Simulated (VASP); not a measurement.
Computed with vdW-DF-cx, VASP's PBE PAW potentials (set 64) (plane waves; VASP).

VASP input:

File KPOINTS:
```
kpoints
0
G
 8 8 8
```

### INCAR
```
AGGAC=0.0
ALGO=Normal
EDIFF=1E-7
ENCUT=520
GGA=CX
ISIF=2
ISMEAR=-5
LASPH=T
LCHARG=T
LEFG=T
LMAXMIX=6
LORBIT=11
LREAL=F
LUSE_VDW=T
LWAVE=F
NEDOS=601
NELM=100
PREC=Accurate
SYSTEM=CeO2
```

**POSCAR**
```
CeO2
1
    0.0000000000     2.7077036534     2.7077036534
    2.7077036534    -0.0000000000     2.7077036534
    2.7077036534     2.7077036534     0.0000000000
Ce O
1 2
Direct
  0.0000000000   0.0000000000   0.0000000000
  0.2500000000   0.2500000000   0.2500000000
  0.7500000000   0.7500000000   0.7500000000
```

POTCAR, in this order: Ce O (PBE.64 set). Program: vasp_std.

What will the output report for the number of irreducible k-points (NKPTS), largest plane-wave count, number of space-group operations, FFT grid (NGX, NGY, NGZ)?

The number of irreducible k-points (NKPTS) comes out as 29. The largest plane-wave count comes out as 1090. The number of space-group operations is 48. The FFT grid (NGX, NGY, NGZ) is 28 × 28 × 28.

The compound is CeO2 in the fluorite structure. It was relaxed first. The run is not spin-polarised, so no magnetic state was tried.
